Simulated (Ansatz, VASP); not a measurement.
**Cross-check of Cu (Cu(111) slab) between VASP and Ansatz**

Aim: how closely do two programs agree when they are given the same cell, functional and k mesh? The cell is taken from a series of runs on this material, whose earlier steps may have relaxed, scaled, displaced or heated it; both programs get it as it stands.

Method: plane waves, with VASP 6.6.1 beside it; PBE, in Ansatz 0.2.0.

**1. The structure**

The cell holds 24 atoms: 24 Cu. Cell: a = 5.141 Å, b = 5.141 Å, c = 25.493 Å, α = 90.0°, β = 90.0°, γ = 120.0°. It derives from Cu. Slab of Cu cut on (1 1 1), 10.5 A thick, 2 x 2 surface cells, both faces free; (so at first; earlier steps may have moved the atoms). Lattice constants are starting values near those of PBE. Vacuum lies along c.

**2. Ansatz: single point, PBE**

Ansatz runs on its default PAW (the set named soft_2) files.

With cell and atoms fixed, the geometry can't cause a difference; cores, projectors, grids and the points listed under the comparison can.

Input file input.yaml:

```yaml
crystal:
  lattice:
    - [5.14067, 0.0, 0.0]
    - [-2.57033, 4.45195, 0.0]
    - [0.0, 0.0, 25.49334]
  atoms:
    - { symbol: Cu, position: [0.16667, 0.33333, 0.29636] }
    - { symbol: Cu, position: [1.0, 1.0, 0.37777] }
    - { symbol: Cu, position: [0.33333, 0.16667, 0.4591] }
    - { symbol: Cu, position: [0.16667, 0.33333, 0.5409] }
    - { symbol: Cu, position: [0.0, 0.0, 0.62223] }
    - { symbol: Cu, position: [0.33333, 0.16667, 0.70364] }
    - { symbol: Cu, position: [0.16667, 0.83333, 0.29636] }
    - { symbol: Cu, position: [1.0, 0.5, 0.37777] }
    - { symbol: Cu, position: [0.33333, 0.66667, 0.4591] }
    - { symbol: Cu, position: [0.16667, 0.83333, 0.5409] }
    - { symbol: Cu, position: [1.0, 0.5, 0.62223] }
    - { symbol: Cu, position: [0.33333, 0.66667, 0.70364] }
    - { symbol: Cu, position: [0.66667, 0.33333, 0.29636] }
    - { symbol: Cu, position: [0.5, 1.0, 0.37777] }
    - { symbol: Cu, position: [0.83333, 0.16667, 0.4591] }
    - { symbol: Cu, position: [0.66667, 0.33333, 0.5409] }
    - { symbol: Cu, position: [0.5, 0.0, 0.62223] }
    - { symbol: Cu, position: [0.83333, 0.16667, 0.70364] }
    - { symbol: Cu, position: [0.66667, 0.83333, 0.29636] }
    - { symbol: Cu, position: [0.5, 0.5, 0.37777] }
    - { symbol: Cu, position: [0.83333, 0.66667, 0.4591] }
    - { symbol: Cu, position: [0.66667, 0.83333, 0.5409] }
    - { symbol: Cu, position: [0.5, 0.5, 0.62223] }
    - { symbol: Cu, position: [0.83333, 0.66667, 0.70364] }
kpoints:
  mp_grid: { grid: [8, 8, 1] }
hamiltonian:
  xc: pbe
scf:
  occupations: { method: fermi_dirac, width: 0.1 }
output:
  forces: true
  populations: true
  dos:
    method: { smearing: { sigma: 0.08 } }
    de: 0.1
    projected: { site_lists: { Cu: [Cu] } }
  eigenvalues: true
  write_density: true
  write_potential: true
  volumetric_format: npy
```

Command:

```sh
> ansatz run input.yaml --threads 6 --pin off --max-ram 102400MiB --backend cuda --events-out ev --progress --plain --runs-dir out
```

Numbers of over 12 decimals in the logs are rounded to 6 here.

The program printed:

```text
Warning: the atoms were moved onto the symmetric positions of the space group found under crystal.symmetry.tolerance 1.0e-5 (fractional; no operation is sought that the atoms, as they stand in a round, miss by more than twice it, and no atom is moved by as much as it), and the run uses the moved positions. Before a round's move an operation carried an atom to 5.14e-5 Å from where it should land, the largest such dist [...]
Engine: ansatz 0.2.0, x86_64-unknown-linux-gnu
Pseudopotentials: kind: paw
Pseudopotential: Cu, paw, valence charge 19, recommended cutoff 420 eV (normal), Cu.paw.azcp
Functional definition: PBE
  parameter kappa = 0.804
  parameter beta = 0.066725
  exchange = pbe_x(kappa = kappa, mu = beta*pi^2/3)
  correlation = pbe_c(beta = beta)
concurrent solve slots: 5 of 6 are kept, ahead of what memory takes: no pass of the eigensolver takes more rounds on 5
device memory: the entry about to start is reckoned to put 13.5 GiB on a device that reports 78.6 GiB free
GPU FFT provider: cuFFT
GPU libraries: cuBLAS 13.8.2, cuFFT 12.4.0, cuSOLVER 12.3.4
Crystal: 24 atoms, lattice volume = 583.441 Å³
[...]
k-point 1: bands = ["-106.8291", "-106.8232", "-106.8186", "-106.8181", "-106.8181", "-106.8161", "-106.8159", "-106.8159", "-106.8147", "-106.8140", "-106.8076", "-106.8076", "-106.8074", "-106.8074", "-106.8073", "-106.8073", "-106.5352", "-106.5352", "-106.5274", "-106.5274", "-106.5271", "-106.5271", "-106.5271", "-106.5271", "-64.2464", "-64.2395", "-64.2395", "-64.2384", "-64.2369", "-64.2369", "-64.2366", "- [...]
  k-point 2: bands = ["-106.8279", "-106.8223", "-106.8200", "-106.8181", "-106.8181", "-106.8168", "-106.8159", "-106.8159", "-106.8139", "-106.8133", "-106.8084", "-106.8083", "-106.8074", "-106.8074", "-106.8073", "-106.8073", "-106.5343", "-106.5342", "-106.5283", "-106.5283", "-106.5271", "-106.5271", "-106.5271", "-106.5271", "-64.2435", "-64.2354", "-64.2354", "-64.2333", "-64.2333", "-64.2329", "-64.2310", "- [...]
  k-point 9: bands = ["-106.8232", "-106.8232", "-106.8214", "-106.8189", "-106.8189", "-106.8176", "-106.8161", "-106.8156", "-106.8106", "-106.8106", "-106.8103", "-106.8103", "-106.8093", "-106.8092", "-106.8065", "-106.8065", "-106.5307", "-106.5307", "-106.5307", "-106.5307", "-106.5293", "-106.5293", "-106.5261", "-106.5261", "-64.2322", "-64.2322", "-64.2288", "-64.2236", "-64.2236", "-64.2202", "-64.2174", "- [...]
--- Löwdin populations: 24 sites ---
  site symbol       q [e]
     0     Cu     18.8721
     1     Cu     18.8343
     2     Cu     18.8376
     3     Cu     18.8376
     4     Cu     18.8343
     5     Cu     18.8721
     6     Cu     18.8721
     7     Cu     18.8343
     8     Cu     18.8376
     9     Cu     18.8376
    10     Cu     18.8343
    11     Cu     18.8721
    12     Cu     18.8721
    13     Cu     18.8343
    14     Cu     18.8376
    15     Cu     18.8376
    16     Cu     18.8343
    17     Cu     18.8721
    18     Cu     18.8721
    19     Cu     18.8343
    20     Cu     18.8376
    21     Cu     18.8376
    22     Cu     18.8343
    23     Cu     18.8721
  spilling = 0.008001 (of n_electrons = 456.000000)
```

**3. VASP: single point, PBE**

The same cell, functional, mesh and smearing now go to VASP, with its own data sets.

Lines of VASP's logs that name or quote its potential files are left out, and so is its time.

Input file INCAR:

```
SYSTEM = Cu
PREC = Accurate
ENCUT = 520
EDIFF = 1E-06
NELM = 120
ISMEAR = -1
SIGMA = 0.1
LREAL = .FALSE.
ALGO = Normal
GGA = PE
NBANDS = 163
LASPH = .TRUE.
LORBIT = 11
LWAVE = .FALSE.
LCHARG = .FALSE.
ISIF = 2
GGA_COMPAT = .FALSE.
KPAR = 4
```

Input file POSCAR:

```
Cu
1.0
    5.1406700000      0.0000000000      0.0000000000
   -2.5703300000      4.4519500000      0.0000000000
    0.0000000000      0.0000000000     25.4933400000
Cu
24
Direct
    0.1666766667      0.3333433333      0.2963600000
    0.0000100000      0.0000100000      0.3777700000
    0.3333433333      0.1666766667      0.4591000000
    0.1666766667      0.3333433333      0.5409000000
    0.0000100000      0.0000100000      0.6222300000
    0.3333433333      0.1666766667      0.7036400000
    0.1666766667      0.8333433333      0.2963600000
    0.0000100000      0.5000100000      0.3777700000
    0.3333433333      0.6666766667      0.4591000000
    0.1666766667      0.8333433333      0.5409000000
    0.0000100000      0.5000100000      0.6222300000
    0.3333433333      0.6666766667      0.7036400000
    0.6666766667      0.3333433333      0.2963600000
    0.5000100000      0.0000100000      0.3777700000
    0.8333433333      0.1666766667      0.4591000000
    0.6666766667      0.3333433333      0.5409000000
    0.5000100000      0.0000100000      0.6222300000
    0.8333433333      0.1666766667      0.7036400000
    0.6666766667      0.8333433333      0.2963600000
    0.5000100000      0.5000100000      0.3777700000
    0.8333433333      0.6666766667      0.4591000000
    0.6666766667      0.8333433333      0.5409000000
    0.5000100000      0.5000100000      0.6222300000
    0.8333433333      0.6666766667      0.7036400000
```

Input file KPOINTS:

```
Automatic mesh
0
Gamma
8 8 1
0 0 0
```

PAW data sets: Cu (PBE family, release 64).

Command:

```sh
> mpirun -np 4 vasp_std
```

The program printed:

```text
[banner, memory and clock lines left out]
running    4 mpi-ranks, on    1 nodes
 distrk:  each k-point on    1 cores,    4 groups
 distr:  one band on    1 cores,    1 groups

 POSCAR found type information on POSCAR Cu
 POSCAR found :  1 types and      24 ions
|                                                                             |
|               ----> ADVICE to this user running VASP <----                  |
|                                                                             |
|     You have a (more or less) 'large supercell' and for larger cells it     |
|     might be more efficient to use real-space projection operators.         |
|     Therefore, try LREAL= Auto in the INCAR file.                           |
|     Mind: For very accurate calculation, you might also keep the            |
|     reciprocal projection scheme (i.e. LREAL=.FALSE.).                      |
|                                                                             |

 LDA part: xc-table for (Slater+PW92), standard interpolation
 POSCAR, INCAR and KPOINTS ok, starting setup
 FFT: planning ... GRIDC
 FFT: planning ... GRID_SOFT
 FFT: planning ... GRID
 WAVECAR not read
 entering main loop
       N       E                     dE             d eps       ncg     rms          rms(c)
DAV:   1     0.267014720685E+04    0.26701E+04   -0.11250E+05  3260   0.231E+03
DAV:   2     0.346783431787E+03   -0.23234E+04   -0.22415E+04  3260   0.502E+02
DAV:   3    -0.755301801223E+02   -0.42231E+03   -0.38895E+03  3260   0.246E+02
DAV:   4    -0.105331761595E+03   -0.29802E+02   -0.28649E+02  3605   0.903E+01
DAV:   5    -0.106083639048E+03   -0.75188E+00   -0.74820E+00  3616   0.137E+01    0.367E+01
DAV:   6    -0.951949432517E+02    0.10889E+02   -0.22901E+02  3656   0.127E+02    0.200E+01
DAV:   7    -0.860157204491E+02    0.91792E+01   -0.44247E+01  3776   0.579E+01    0.275E+00
DAV:   8    -0.862360084045E+02   -0.22029E+00   -0.45546E+00  4040   0.442E+01    0.398E+00
DAV:   9    -0.860179531518E+02    0.21806E+00   -0.12861E+00  4488   0.200E+01    0.226E+00
DAV:  10    -0.859590888754E+02    0.58864E-01   -0.24761E-01  5400   0.789E+00    0.137E+00
DAV:  11    -0.859306312775E+02    0.28458E-01   -0.19902E-01  3688   0.741E+00    0.348E-01
DAV:  12    -0.859374520050E+02   -0.68207E-02   -0.92609E-02  3640   0.397E+00    0.441E-01
DAV:  13    -0.859352654659E+02    0.21865E-02   -0.19223E-02  3490   0.116E+00    0.176E-01
DAV:  14    -0.859342547623E+02    0.10107E-02   -0.27604E-03  3997   0.104E+00    0.125E-01
[...]
DAV:  19    -0.859343282129E+02   -0.76607E-04   -0.41611E-05  3536   0.512E-02    0.950E-03
DAV:  20    -0.859344257982E+02   -0.97585E-04   -0.50671E-05  3617   0.639E-02    0.137E-02
DAV:  21    -0.859344472720E+02   -0.21474E-04   -0.16833E-05  3549   0.483E-02    0.484E-03
DAV:  22    -0.859344983423E+02   -0.51070E-04   -0.81812E-06  3422   0.286E-02    0.529E-03
DAV:  23    -0.859345151887E+02   -0.16846E-04   -0.13287E-06  2148   0.151E-02    0.305E-03
DAV:  24    -0.859345223613E+02   -0.71726E-05   -0.14682E-06  2145   0.960E-03    0.605E-04
DAV:  25    -0.859345236963E+02   -0.13350E-05   -0.22007E-07  2077   0.427E-03    0.473E-04
DAV:  26    -0.859345239744E+02   -0.27817E-06   -0.79194E-08  1937   0.211E-03
   1 F= -.85934524E+02 E0= -.85819138E+02  d E =-.230771E+00
```

(Part 1 of 2 ends here.)

[Lines on the potential files, build, host, timing and source positions are cut from VASP's logs without a mark.]

[Logs are printed without paths, hosts, clocks, repeated set-up lines and the standing remarks that a program may print on its own settings, such as how far it seeks lower states.]

[Hosts, paths, dates, database ids (printed as entryN), source tags and the programs' standing remarks are cut or masked in the printed files.]
